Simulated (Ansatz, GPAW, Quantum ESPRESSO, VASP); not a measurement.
**One structure in several programs: Ni₃Sn₄ (C2/m, 7 atoms in the cell)**

Self-consistent single point.

```yaml
crystal:
  lattice:
    - [6.10508, -2.02729, 0.00000]
    - [6.10508, 2.02729, 0.00000]
    - [-1.34749, 0.00000, 5.01816]
  atoms:
    - { symbol: Ni, position: [0.00000, 0.00000, 0.00000] }
    - { symbol: Ni, position: [0.78416, 0.78416, 0.66356] }
    - { symbol: Ni, position: [0.21584, 0.21584, 0.33644] }
    - { symbol: Sn, position: [0.57265, 0.57265, 0.31357] }
    - { symbol: Sn, position: [0.42735, 0.42735, 0.68643] }
    - { symbol: Sn, position: [0.82788, 0.82788, 0.18744] }
    - { symbol: Sn, position: [0.17212, 0.17212, 0.81256] }
```

Shared settings, as Ansatz (an electronic-structure program) writes them: kpoints.mp_grid.grid = 4 4 3; scf.occupations.method = fermi_dirac; scf.occupations.width = 0.1 eV. Potentials and cutoffs stand in the table.

```json
[
 {"code": "Quantum ESPRESSO", "model": "LDA (PZ), GBRV 1.5 ultrasoft (LDA) pseudopotentials", "pressure (GPa)": "-7.06", "largest force (eV/Å)": "0.172", "cutoff": "50 Ry"},
 {"code": "VASP", "model": "LDA (PZ), VASP's LDA PAW potentials (set 64)", "pressure (GPa)": "-5.41", "largest force (eV/Å)": "0.184", "cutoff": "300 eV"},
 {"code": "Ansatz", "model": "LDA (PW92), PAW files made with PBE", "pressure (GPa)": "-5.22", "largest force (eV/Å)": "0.188", "cutoff": "default"},
 {"code": "GPAW", "model": "LDA (Perdew-Wang 92), GPAW PAW datasets LDA (gpaw-data 1.0.1)", "pressure (GPa)": "-5.44", "largest force (eV/Å)": "0.166", "cutoff": "850 eV"}
]
```

Size of the force on each atom (eV/Å): Sizes of forces hide their directions.

| code | Ni1 | Ni2 | Ni3 | Sn4 | Sn5 | Sn6 | Sn7 |
|---|---|---|---|---|---|---|---|
| Quantum ESPRESSO | 0.000 | 0.049 | 0.049 | 0.172 | 0.172 | 0.036 | 0.036 |
| VASP | 0.000 | 0.047 | 0.047 | 0.184 | 0.184 | 0.039 | 0.039 |
| Ansatz | 0.000 | 0.048 | 0.048 | 0.188 | 0.188 | 0.035 | 0.035 |
| GPAW | 0.000 | 0.034 | 0.034 | 0.166 | 0.166 | 0.032 | 0.032 |

On Ansatz's run: spin polarisation is off.

The spread over the programs that give each value: pressure within 1.84 GPa; largest force within 0.022 eV/Å.

Ansatz's pressure is given at a fixed set of plane waves, as the other plane-wave codes print theirs. The same LDA comes in different parametrisations, which differ slightly. In the pressure, Quantum ESPRESSO (by 1.63) lies more than 1 GPa from the median of the plane-wave programs.

The shared mesh is coarse (it stands for a supercell whose shortest vector is 16 Å), so the values are not converged in it.

VASP's run is marked for a possible Pulay error in its stress at this cutoff; no cutoff test was made.

The starting cell comes from a database of computed structures (which also holds hypothetical and non-ambient phases and stackings), without a prior relaxation at this level.

Left out of this page: CP2K, Elk and SIESTA (not drawn, or without a comparable value).

Keys are those of Ansatz 0.2.
